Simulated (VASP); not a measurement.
```
CELL_PARAMETERS angstrom
      4.56904     0.00000     0.00000
      0.00000     4.56904     0.00000
      0.00000     0.00000     8.04520
ATOMIC_POSITIONS crystal
  Pb 0.00000 0.50000 0.00000
  Pb 0.50000 0.00000 0.50000
  Te 0.00000 0.00000 0.25000
  Te 0.00000 0.00000 0.75000
```

Computed with PBE GGA, VASP's PBE PAW potentials (set 64) (plane waves; VASP). Run with 400 eV cut-off, 5×5×3 Γ-centred mesh, Gaussian smearing of 0.050 eV, potentials Pb_d Te.

Unless said otherwise, spin-orbit coupling is left out, though it shifts the bands of the heavy elements here.

Problem. Estimate the energy per atom (σ→0), pressure, band gap (on the k-mesh) with the smallest direct gap where there is one.

Solution. 
band gap (on the k-mesh): none (metal, semimetal or under 0.01 eV)
energy per atom (σ→0): -3285 meV/atom
pressure: 3.20 GPa

The structure was generated: TePb was put into the PtS type (P4_2/mmc), which need not be its known phase. The cell was not relaxed at this level.
